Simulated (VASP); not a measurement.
A cell of NaF (rock salt) near equilibrium:

```
CELL_PARAMETERS angstrom
      0.00000     2.34605     2.34605
      2.34605     0.00000     2.34605
      2.34605     2.34605     0.00000
ATOMIC_POSITIONS crystal
  Na 0.00000 0.00000 0.00000
  F  0.50000 0.50000 0.50000
```

Method: PBE GGA, VASP's PBE PAW potentials (set 64) (plane waves; VASP).

```
run               ΔE (meV/atom)   σxx   σyy   σzz  largest shear component, with its sign (GPa)  gap (eV)
----------------  -------------  ----  ----  ----  --------------------------------------------  --------
as it is                    0.0  0.04  0.04  0.04                                          0.00      6.10
after one change           19.6  5.24  5.24  5.24                                          0.00      6.60
```
Stress is in GPa, positive when the cell is compressed; gaps are those on the k-mesh, and 0.00 means metallic.

Problem. What was changed between the two runs?
(A) biaxial strain of -2.0 % in the yz plane
(B) uniaxial strain of +3.0 % along z
(C) isotropic strain of -3.0 %
(D) biaxial strain of +2.0 % in the xz plane

Solution. C, isotropic strain of -3.0 %

The compound is NaF in the rock salt structure.
